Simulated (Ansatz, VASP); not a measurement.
**CaO (Lime) in two plane-wave programs**

Aim: how closely do two programs agree when they are given the same cell, functional and k mesh? The cell is taken from a series of runs on this material, whose earlier steps may have relaxed, scaled, displaced or heated it; both programs get it as it stands.

Program: Ansatz 0.2.0. Level of theory: plane waves, with VASP 6.6.1 beside it; dielectric response at PBE. Results are calculated unless marked as measured.

### Step 1. The structure

The structure is cubic, space group Fm-3m (No. 225). Conventional cell: a = 4.813 Å, b = 4.813 Å, c = 4.813 Å, α = 90.00°, β = 90.00°, γ = 90.00°. Nearest to Ca lie 6 O at 2.41 Å. Nearest to O lie 6 Ca at 2.41 Å. Farther neighbours and most contacts between anions are not listed.

As a file:

```cif
data_structure
_symmetry_space_group_name_H-M 'Fm-3m'
_symmetry_Int_Tables_number 225
_cell_length_a 4.8130
_cell_length_b 4.8130
_cell_length_c 4.8130
_cell_angle_alpha 90.000
_cell_angle_beta 90.000
_cell_angle_gamma 90.000
_cell_volume 111.49
loop_
_atom_site_label
_atom_site_type_symbol
_atom_site_symmetry_multiplicity
_atom_site_Wyckoff_symbol
_atom_site_fract_x
_atom_site_fract_y
_atom_site_fract_z
_atom_site_occupancy
Ca1 Ca 4 a 0.00000 0.00000 0.00000 1
O1 O 4 b 0.50000 0.00000 0.00000 1
```

### Step 2. VASP: dielectric response, PBE

The response to a field tests empty states and converges slowly with the mesh.

Lines of VASP's logs that name or quote its potential files are left out, and so is its time.

Input file INCAR:

```
SYSTEM = CaO
PREC = Accurate
ENCUT = 520
EDIFF = 1E-08
NELM = 120
ISMEAR = 0
SIGMA = 0.01
LREAL = .FALSE.
ALGO = Normal
GGA = PE
NBANDS = 14
LORBIT = 11
LWAVE = .FALSE.
LCHARG = .FALSE.
ISIF = 2
LEPSILON = .TRUE.
LASPH = .TRUE.
GGA_COMPAT = .FALSE.
```

Input file POSCAR:

```
CaO
1.0
    0.0000000000      2.4065000000      2.4065000000
    2.4065000000      0.0000000000      2.4065000000
    2.4065000000      2.4065000000      0.0000000000
Ca O
1 1
Direct
    0.0000000000      0.0000000000      0.0000000000
    0.5000000000      0.5000000000      0.5000000000
```

Input file KPOINTS:

```
Automatic mesh
0
Gamma
8 8 8
0 0 0
```

Potentials, in the order of the species: Ca_sv and O (PBE family, release 64).

Started as:

```bash
mpirun -np 1 vasp_std
```

Numbers of over 12 decimals in the logs are rounded to 6 here.

What it wrote:

```text
[banner, memory and clock lines left out]
running    1 mpi-ranks, on    1 nodes
 distrk:  each k-point on    1 cores,    1 groups
 distr:  one band on    1 cores,    1 groups

 POSCAR found type information on POSCAR CaO
 POSCAR found :  2 types and       2 ions
 LDA part: xc-table for (Slater+PW92), standard interpolation
 POSCAR, INCAR and KPOINTS ok, starting setup
 FFT: planning ... GRIDC
 FFT: planning ... GRID_SOFT
 FFT: planning ... GRID
 WAVECAR not read
 entering main loop
       N       E                     dE             d eps       ncg     rms          rms(c)
DAV:   1     0.128050012961E+03    0.12805E+03   -0.83586E+03   812   0.116E+03
DAV:   2    -0.837337167124E+01   -0.13642E+03   -0.12770E+03  1046   0.307E+02
DAV:   3    -0.143082299637E+02   -0.59349E+01   -0.58951E+01   884   0.663E+01
DAV:   4    -0.145125052691E+02   -0.20428E+00   -0.20406E+00  1254   0.105E+01
DAV:   5    -0.145141417614E+02   -0.16365E-02   -0.16363E-02   866   0.113E+00    0.857E+00
DAV:   6    -0.128645374933E+02    0.16496E+01   -0.58498E+00   862   0.236E+01    0.363E+00
DAV:   7    -0.128049903645E+02    0.59547E-01   -0.53811E-01   986   0.734E+00    0.178E+00
DAV:   8    -0.128027545851E+02    0.22358E-02   -0.73247E-02   960   0.294E+00    0.337E-01
DAV:   9    -0.128020503857E+02    0.70420E-03   -0.77431E-03  1012   0.651E-01    0.120E-01
DAV:  10    -0.128028015096E+02   -0.75112E-03   -0.10848E-03   836   0.356E-01    0.632E-02
DAV:  11    -0.128027465840E+02    0.54926E-04   -0.12015E-04  1112   0.129E-01    0.617E-03
DAV:  12    -0.128027474180E+02   -0.83399E-06   -0.14363E-05   852   0.335E-02    0.537E-03
DAV:  13    -0.128027470140E+02    0.40400E-06   -0.15054E-06  1108   0.116E-02    0.474E-04
DAV:  14    -0.128027470616E+02   -0.47588E-07   -0.67238E-08   916   0.275E-03    0.207E-04
DAV:  15    -0.128027470784E+02   -0.16766E-07   -0.38777E-09   522   0.852E-04    0.147E-04
DAV:  16    -0.128027470684E+02    0.10013E-07   -0.10793E-09   418   0.392E-04    0.549E-05
DAV:  17    -0.128027470698E+02   -0.14579E-08   -0.23915E-10   424   0.128E-04
   1 F= -.12802747E+02 E0= -.12802747E+02  d E =-.174900E-16
 Linear response reoptimize wavefunctions to high precision
DAV:   1    -0.128027470694E+02    0.39358E-09   -0.81073E-11   412   0.601E-05
DAV:   2    -0.128027470694E+02    0.25011E-11   -0.35625E-11   424   0.303E-05
 Linear response G [H, r] |phi>, progress :
  Direction:   1
       N       E                     dE             d eps       ncg     rms
RMM:   1    -0.555416287032E+02   -0.55542E+02    0.57974E+02  1457   0.159E+02
RMM:   2    -0.570194656851E+02   -0.14778E+01   -0.96433E+00  1340   0.280E+01
RMM:   3    -0.577920016325E+02   -0.77254E+00   -0.50119E+00  1667   0.868E+00
RMM:   4    -0.579516127358E+02   -0.15961E+00   -0.11454E+00  1850   0.326E+00
RMM:   5    -0.579962789692E+02   -0.44666E-01   -0.27495E-01  1862   0.136E+00
RMM:   6    -0.580028944867E+02   -0.66155E-02   -0.55743E-02  1897   0.624E-01
RMM:   7    -0.580046014361E+02   -0.17069E-02   -0.11812E-02  1889   0.275E-01
RMM:   8    -0.580049467248E+02   -0.34529E-03   -0.45528E-03  1828   0.122E-01
RMM:   9    -0.580050288796E+02   -0.82155E-04   -0.27616E-04  1818   0.553E-02
RMM:  10    -0.580050443995E+02   -0.15520E-04   -0.17596E-03  1808   0.274E-02
RMM:  11    -0.580050496612E+02   -0.52618E-05    0.32917E-05  1789   0.130E-02
RMM:  12    -0.580050489020E+02    0.75927E-06   -0.30426E-04  1712   0.673E-03
RMM:  13    -0.580050487935E+02    0.10846E-06    0.73591E-05  1672   0.352E-03
RMM:  14    -0.580050491190E+02   -0.32547E-06   -0.14538E-04  1553   0.175E-03
[...]
RMM:  20    -0.580050491341E+02   -0.62927E-08   -0.18567E-06   880   0.898E-05
RMM:  21    -0.580050491196E+02    0.14509E-07   -0.43519E-06   830   0.705E-05
RMM:  22    -0.580050491319E+02   -0.12311E-07    0.76919E-07   778   0.600E-05
RMM:  23    -0.580050491185E+02    0.13341E-07   -0.40505E-06   762   0.539E-05
RMM:  24    -0.580050491280E+02   -0.94748E-08    0.65657E-07   731   0.501E-05
RMM:  25    -0.580050491303E+02   -0.22665E-08   -0.38965E-06   700   0.477E-05
RMM:  26    -0.580050491407E+02   -0.10452E-07    0.71466E-07   675   0.467E-05
RMM:  27    -0.580050491274E+02    0.13299E-07   -0.38834E-06   651   0.459E-05
 Linear response G [H, r] |phi>, progress :
  Direction:   2
       N       E                     dE             d eps       ncg     rms
RMM:   1    -0.523675218735E+02   -0.52368E+02    0.58437E+02  1423   0.158E+02
RMM:   2    -0.527493755164E+02   -0.38185E+00   -0.80054E+00  1330   0.269E+01
[...]
RMM:   3    -0.283404732489E+00   -0.29623E-02   -0.13812E-02  1751   0.425E-01
RMM:   4    -0.284254447164E+00   -0.84971E-03   -0.28443E-03  1864   0.165E-01
RMM:   5    -0.284357260724E+00   -0.10281E-03   -0.52695E-04  1880   0.729E-02
RMM:   6    -0.284386043584E+00   -0.28783E-04   -0.11780E-04  1872   0.310E-02
RMM:   7    -0.284390109748E+00   -0.40662E-05   -0.22967E-05  1810   0.140E-02
RMM:   8    -0.284391274141E+00   -0.11644E-05   -0.35193E-06  1787   0.623E-03
RMM:   9    -0.284391470751E+00   -0.19661E-06   -0.99038E-06  1703   0.294E-03
RMM:  10    -0.284391519194E+00   -0.48443E-07   -0.38414E-06  1659   0.139E-03
RMM:  11    -0.284391532377E+00   -0.13184E-07   -0.32124E-06  1575   0.689E-04
[...]
RMM:   4    -0.175798173073E+00   -0.55639E-03   -0.16207E-03  1739   0.124E-01
RMM:   5    -0.175868873909E+00   -0.70701E-04   -0.30198E-04  1721   0.525E-02
RMM:   6    -0.175884028140E+00   -0.15154E-04   -0.54530E-05  1692   0.219E-02
RMM:   7    -0.175886331722E+00   -0.23036E-05   -0.96775E-06  1600   0.972E-03
RMM:   8    -0.175886843838E+00   -0.51212E-06   -0.21709E-06  1512   0.419E-03
RMM:   9    -0.175886929709E+00   -0.85871E-07   -0.29255E-06  1460   0.198E-03
RMM:  10    -0.175886950657E+00   -0.20948E-07   -0.15113E-06  1407   0.891E-04
RMM:  11    -0.175886954432E+00   -0.37747E-08   -0.16925E-06  1283   0.440E-04
RMM:  12    -0.175886955319E+00   -0.88742E-09   -0.18948E-07  1206   0.212E-04
RMM:  13    -0.175886954302E+00    0.10178E-08   -0.50688E-07  1107   0.117E-04
RMM:  14    -0.175886954239E+00    0.62516E-10   -0.43324E-08   929   0.665E-05
 change of polarisation eV/A/(eV/A) component  3 :     0.025    -0.031     0.352
 dielectric tensor                  component  3 :     0.163    -0.201     3.284
 Linear response to external field, progress :
  Direction:   1
       N       E                     dE             d eps       ncg     rms          rms(c)
RMM:   1    -0.210287308731E+00   -0.21029E+00   -0.58972E-01  3505   0.415E+00
RMM:   2    -0.221538701983E+00   -0.11251E-01   -0.36993E-02  3034   0.955E-01    0.752E-01
RMM:   3    -0.218168325710E+00    0.33704E-02   -0.15514E-02  3003   0.864E-01    0.401E-01
RMM:   4    -0.228102652553E+00   -0.99343E-02   -0.72402E-03  3199   0.704E-01    0.119E-01
RMM:   5    -0.234609424323E+00   -0.65068E-02   -0.27501E-03  3494   0.314E-01    0.277E-02
RMM:   6    -0.235465837012E+00   -0.85641E-03   -0.65673E-04  3708   0.125E-01    0.151E-02
RMM:   7    -0.235835431255E+00   -0.36959E-03   -0.13294E-04  3668   0.539E-02    0.618E-03
RMM:   8    -0.235874315085E+00   -0.38884E-04   -0.31599E-05  3725   0.251E-02    0.165E-03
RMM:   9    -0.235881880362E+00   -0.75653E-05   -0.36451E-06  3858   0.114E-02    0.136E-03
RMM:  10    -0.235901433960E+00   -0.19554E-04   -0.50867E-06  3667   0.655E-03    0.260E-03
RMM:  11    -0.235878343054E+00    0.23091E-04   -0.39709E-06  3621   0.370E-03    0.556E-04
RMM:  12    -0.235879651095E+00   -0.13080E-05   -0.35375E-06  3722   0.165E-03    0.266E-04
RMM:  13    -0.235881635262E+00   -0.19842E-05   -0.17966E-06  3738   0.810E-04    0.432E-05
RMM:  14    -0.235880667268E+00    0.96799E-06   -0.10110E-06  3436   0.374E-04    0.755E-05
RMM:  15    -0.235881101009E+00   -0.43374E-06   -0.48532E-07  3067   0.193E-04    0.153E-05
RMM:  16    -0.235881107287E+00   -0.62779E-08   -0.28994E-07  2518   0.101E-04    0.134E-05
RMM:  17    -0.235881127649E+00   -0.20362E-07   -0.97673E-08  2133   0.654E-05    0.456E-06
 change of polarisation eV/A/(eV/A) component  1 :     0.430     0.050     0.016
 dielectric tensor                  component  1 :     3.789     0.322     0.105
 Linear response to external field, progress :
  Direction:   2
       N       E                     dE             d eps       ncg     rms          rms(c)
RMM:   1    -0.210311937296E+00   -0.21031E+00   -0.58996E-01  3514   0.416E+00
RMM:   2    -0.221663821464E+00   -0.11352E-01   -0.38389E-02  3048   0.962E-01    0.752E-01
RMM:   3    -0.218148466967E+00    0.35154E-02   -0.15254E-02  3003   0.866E-01    0.401E-01
RMM:   4    -0.228095853804E+00   -0.99474E-02   -0.72532E-03  3206   0.706E-01    0.119E-01
RMM:   5    -0.234607716562E+00   -0.65119E-02   -0.27707E-03  3512   0.315E-01    0.278E-02
RMM:   6    -0.235455097083E+00   -0.84738E-03   -0.65964E-04  3720   0.126E-01    0.154E-02
RMM:   7    -0.235828927155E+00   -0.37383E-03   -0.13317E-04  3672   0.543E-02    0.665E-03
RMM:   8    -0.235869633964E+00   -0.40707E-04   -0.31699E-05  3746   0.254E-02    0.254E-03
RMM:   9    -0.235883991679E+00   -0.14358E-04   -0.95327E-06  3842   0.118E-02    0.108E-03
RMM:  10    -0.235890993575E+00   -0.70019E-05   -0.15429E-05  3739   0.624E-03    0.128E-03
RMM:  11    -0.235878868395E+00    0.12125E-04   -0.90079E-06  3714   0.323E-03    0.458E-04
RMM:  12    -0.235880020464E+00   -0.11521E-05   -0.75583E-06  3741   0.150E-03    0.267E-04
RMM:  13    -0.235880621808E+00   -0.60134E-06   -0.37838E-06  3704   0.749E-04    0.207E-04
RMM:  14    -0.235881450997E+00   -0.82919E-06   -0.22752E-06  3587   0.490E-04    0.150E-04
RMM:  15    -0.235881098109E+00    0.35289E-06   -0.10977E-06  3409   0.242E-04    0.187E-05
RMM:  16    -0.235881071278E+00    0.26831E-07   -0.66265E-07  2734   0.119E-04    0.950E-06
 change of polarisation eV/A/(eV/A) component  2 :     0.040     0.430    -0.005
 dielectric tensor                  component  2 :     0.261     3.789    -0.032
 Linear response to external field, progress :
  Direction:   3
       N       E                     dE             d eps       ncg     rms          rms(c)
RMM:   1    -0.210314822221E+00   -0.21031E+00   -0.58999E-01  3507   0.416E+00
RMM:   2    -0.221664876940E+00   -0.11350E-01   -0.38381E-02  3047   0.962E-01    0.752E-01
RMM:   3    -0.218145489248E+00    0.35194E-02   -0.15215E-02  3004   0.865E-01    0.401E-01
RMM:   4    -0.228095646376E+00   -0.99502E-02   -0.72383E-03  3205   0.705E-01    0.119E-01
RMM:   5    -0.234609279869E+00   -0.65136E-02   -0.27653E-03  3500   0.315E-01    0.278E-02
RMM:   6    -0.235455251824E+00   -0.84597E-03   -0.65883E-04  3719   0.126E-01    0.154E-02
RMM:   7    -0.235828538044E+00   -0.37329E-03   -0.13309E-04  3672   0.542E-02    0.666E-03
RMM:   8    -0.235869666562E+00   -0.41129E-04   -0.32368E-05  3749   0.253E-02    0.253E-03
RMM:   9    -0.235884024092E+00   -0.14358E-04   -0.10599E-05  3846   0.118E-02    0.108E-03
RMM:  10    -0.235890857347E+00   -0.68333E-05   -0.77735E-06  3741   0.620E-03    0.125E-03
RMM:  11    -0.235878874112E+00    0.11983E-04   -0.38998E-06  3706   0.322E-03    0.449E-04
RMM:  12    -0.235880039345E+00   -0.11652E-05   -0.20733E-06  3745   0.150E-03    0.256E-04
RMM:  13    -0.235880594689E+00   -0.55534E-06   -0.12164E-06  3710   0.745E-04    0.205E-04
RMM:  14    -0.235881521814E+00   -0.92713E-06   -0.72065E-07  3587   0.491E-04    0.160E-04
RMM:  15    -0.235881104940E+00    0.41687E-06   -0.19806E-07  3428   0.246E-04    0.197E-05
RMM:  16    -0.235881052781E+00    0.52159E-07   -0.14258E-07  2760   0.121E-04    0.877E-06
 change of polarisation eV/A/(eV/A) component  3 :     0.003     0.028     0.430
 dielectric tensor                  component  3 :     0.023     0.182     3.789
 Born effective charges drift removed
```

From OUTCAR (step 2):

```text
ion  position               nearest neighbor table
   1  0.000  0.000  0.000-   2 2.41   2 2.41   2 2.41   2 2.41   2 2.41   2 2.41
   2  0.500  0.500  0.500-   1 2.41   1 2.41   1 2.41   1 2.41   1 2.41   1 2.41

  LATTYP: Found a face centered cubic cell.
 ALAT       =     4.8130000000

 Subroutine GETGRP returns: Found 48 space group operations
 (whereof 48 operations were pure point group operations)

The static configuration has the point symmetry O_h .

 Found     29 irreducible k-points:

   k-points           NKPTS =     29   k-points in BZ     NKDIM =     29   number of bands    NBANDS=     14

   dimension x,y,z NGX =    28 NGY =   28 NGZ =   28
   dimension x,y,z NGXF=    56 NGYF=   56 NGZF=   56

   ENCUT  =  520.0 eV  38.22 Ry    6.18 a.u.   6.33  6.33  6.33*2*pi/ulx,y,z

   NELECT =      16.0000    total number of electrons

 k-points in reciprocal lattice and weights: Automatic mesh
   0.00000000  0.00000000  0.00000000       0.002
   0.12500000  0.00000000  0.00000000       0.016
   0.25000000  0.00000000  0.00000000       0.016
   0.37500000  0.00000000  0.00000000       0.016
   0.50000000  0.00000000  0.00000000       0.008
   0.12500000  0.12500000  0.00000000       0.012
   0.25000000  0.12500000  0.00000000       0.047
   0.37500000  0.12500000  0.00000000       0.047
   0.50000000  0.12500000  0.00000000       0.047
[...]
-0.37500000  0.50000000  0.12500000       0.023
  -0.25000000  0.50000000  0.25000000       0.012

 average (electrostatic) potential at core
       1 -44.0282       2 -70.2293

  Total        0.3102463      0.3102463      0.3102463      0.0000000      0.0000000      0.0000000
  in kB       17.8332156     17.8332156     17.8332156      0.0000000      0.0000000      0.0000000
  external PRESSURE =      17.8332156 kB  Pullay stress =       0.0000000 kB

  energy-cutoff  :      520.00
  volume of cell :       27.87
      direct lattice vectors                 reciprocal lattice vectors
     0.000000000  2.406500000  2.406500000    -0.207770621  0.207770621  0.207770621
     2.406500000  0.000000000  2.406500000     0.207770621 -0.207770621  0.207770621
     2.406500000  2.406500000  0.000000000     0.207770621  0.207770621 -0.207770621

 POSITION                                       TOTAL-FORCE (eV/Angst)
 -----------------------------------------------------------------------------------
      0.00000      0.00000      0.00000         0.000000     -0.000000      0.000000
      2.40650      2.40650      2.40650        -0.000000      0.000000     -0.000000
 -----------------------------------------------------------------------------------
    total drift:                                0.000000      0.000000      0.000000

 MACROSCOPIC STATIC DIELECTRIC TENSOR (including local field effects in DFT)
 ------------------------------------------------------
           3.789068     0.000000     0.000000
          -0.000000     3.789068     0.000000
          -0.000000    -0.000000     3.789068
 ------------------------------------------------------

 PIEZOELECTRIC TENSOR (including local field effects)  for field in x, y, z        (C/m^2)
          XX          YY          ZZ          XY          YZ          ZX
  --------------------------------------------------------------------------------
  x     0.00000     0.00000     0.00000     0.00000     0.00000     0.00000
  y     0.00000     0.00000     0.00000     0.00000     0.00000     0.00000
  z     0.00000     0.00000     0.00000     0.00000     0.00000     0.00000

 BORN EFFECTIVE CHARGES (including local field effects) (in |e|, cummulative output)
 ---------------------------------------------------------------------------------
 ion    1
    1     2.35548     0.00000     0.00000
    2    -0.00000     2.35548     0.00000
    3     0.00000     0.00000     2.35548
 ion    2
    1    -2.35548    -0.00000     0.00000
    2     0.00000    -2.35548     0.00000
    3     0.00000     0.00000    -2.35548
```

(Part 1 of 2 ends here.)

[Lines on the potential files, build, host, timing and source positions are cut from VASP's logs without a mark.]

[Logs are printed without paths, hosts, clocks, repeated set-up lines and the standing remarks that a program may print on its own settings, such as how far it seeks lower states.]

[Hosts, paths, dates, database ids (printed as entryN), source tags and the programs' standing remarks are cut or masked in the printed files.]
